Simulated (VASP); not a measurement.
Input of a VASP 6.6.1 run:

The input POSCAR:

```
Pb
1.0
    0.0000000000      2.4673600000      2.4673600000
    2.4673600000      0.0000000000      2.4673600000
    2.4673600000      2.4673600000      0.0000000000
Pb
1
Direct
    0.0000000000      0.0000000000      0.0000000000
```

Contents of INCAR.step1:

```
  PREC = Accurate
  ENCUT = 520
  EDIFF = 1E-5
  ISMEAR = 0
  SIGMA = 0.1
  LREAL = False
  LASPH = True
  NELM = 80
  ALGO = Normal
  ISIF = 2
  LWAVE = True
  GGA = PE
```

File INCAR.step2:

```
  PREC = Accurate
  ENCUT = 520
  EDIFF = 1E-6
  ISMEAR = 0
  SIGMA = 0.1
  LREAL = False
  LASPH = True
  NELM = 80
  ALGO = Normal
  ISIF = 2
  LWAVE = False
  LCHARG = True
  GGA = PE
  LHFCALC = True
  AEXX = 0.25
  PRECFOCK = Fast
  HFRCUT = -1
  LELF = True
  LVHAR = True
  ISTART = 1
```

Contents of KPOINTS:

```
Automatic mesh
0
Gamma
  8 8 8
```

Potentials or basis: VASP PAW PBE potentials, release 64 (Pb_d).

The run is started by

```console
$ cat potpaw_PBE.64/Pb_d/POTCAR > POTCAR
$ cp INCAR.step1 INCAR
$ mpirun -np 1 vasp_std > vasp.out
$ cp INCAR.step2 INCAR
$ mpirun -np 1 vasp_std > vasp.out
```

Question: Estimate the band gap on the k mesh.

Answer: None (metal or under the smearing width).

Question: What does it give for the pressure?

Answer: 1.6 GPa.

Caveat: the PAW data sets were made with another functional, which shifts forces and pressure a little. The run has no spin-orbit coupling, so splittings on Pb are missing.
